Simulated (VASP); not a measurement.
Given:

```
ScC
1.0
    0.00000     2.49046     2.49046
    2.49046     0.00000     2.49046
    2.49046     2.49046     0.00000
Sc C
1 1
Direct
  0.00000   0.00000   0.00000
  0.25000   0.25000   0.25000
```

These are LDA (Ceperley-Alder, Perdew-Zunger), VASP's LDA PAW potentials (set 64) (plane waves; VASP 6.6.1) values and carry that method's errors. Numerical set-up: 520 eV cut-off, 14×14×14 Γ-centred mesh, tetrahedra with Blöchl corrections, potentials Sc_sv C.

### Question
Predict the energy per atom (σ→0), band gap (on the k-mesh) with the smallest direct gap where there is one.

### Answer

The band gap (on the k-mesh) comes out as none (metal, semimetal or under 0.01 eV) and the energy per atom (σ→0) is -764.7 kJ/mol of atoms.

The structure was generated: ScC was put into the zinc blende type (F-43m), which need not be its known phase. It was relaxed first, which changed the volume by -33 %. The electron count is odd and the run is not spin-polarised, which forces a metal.
